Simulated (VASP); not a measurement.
A convergence study with VASP on Pt (fcc): one setting is varied, all else stays as given below, so the limit is that of these other settings. Each run relaxes cell and ions from the cell shown. The basis is that of the starting cell, so low cut-offs carry a Pulay error.

```xyz
1
Lattice="0.0000 1.9600 1.9600 1.9600 0.0000 1.9600 1.9600 1.9600 0.0000" Properties=species:S:1:pos:R:3 pbc="T T T"
Pt     0.0000     0.0000     0.0000
```

Level of theory: PBE GGA, VASP's PBE PAW potentials (set 64) (plane waves; VASP 6.6.1). The tightest run used: 700 eV cut-off, 14×14×14 Γ-centred mesh, first-order Methfessel-Paxton smearing of 0.10 eV, potentials Pt.

| setting | relaxed volume (Å³/atom) | E (eV/atom) | plane waves |
|---|---|---|---|
| ENCUT = 200 | 14.490 | -6.0516 | 113 |
| ENCUT = 250 | 15.539 | -6.1094 | 144 |
| ENCUT = 300 | 15.566 | -6.1067 | 190 |
| ENCUT = 350 | 15.553 | -6.1014 | 232 |

**Question.** These are the cheaper rows. Estimate the results at ENCUT = 700, and how far the last row shown lies from them.

**Answer.** 
| quantity | tightest run | last row shown is off by |
|---|---|---|
| relaxed volume (Å³/atom) | 15.605 | -0.052 |
| E (eV/atom) | -6.1055 | 0.0041 |

Left out are rungs that failed or repeat a setting and relaxations that didn't move; long series are thinned to 24 rows.

The compound is Pt in the fcc structure.
